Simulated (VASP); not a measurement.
Given:

```yaml
crystal:
  lattice:
    - [0.00000, 1.99919, 1.99919]
    - [1.99919, 0.00000, 1.99919]
    - [1.99919, 1.99919, 0.00000]
  atoms:
    - { symbol: Li, position: [0.00000, 0.00000, 0.00000] }
    - { symbol: H, position: [0.50000, 0.50000, 0.50000] }
```

Method: PBE GGA, VASP's PBE PAW potentials (set 64) (plane waves; VASP 6.6.1). Settings: 520 eV cut-off, 10×10×10 Γ-centred mesh, Gaussian smearing of 0.050 eV, potentials Li_sv H.

### Question
Predict the energy per atom (σ→0), band gap (on the k-mesh) with the smallest direct gap where there is one.

### Answer

band gap (on the k-mesh): 2.97 eV
smallest direct gap (on the k-mesh): 2.97 eV
energy per atom (σ→0): -3.063 eV/atom

Total energies compare only between runs with the same potentials, cut-off and functional.

The compound is LiH in the rock salt structure. It was relaxed first, which changed the volume by -6 %.
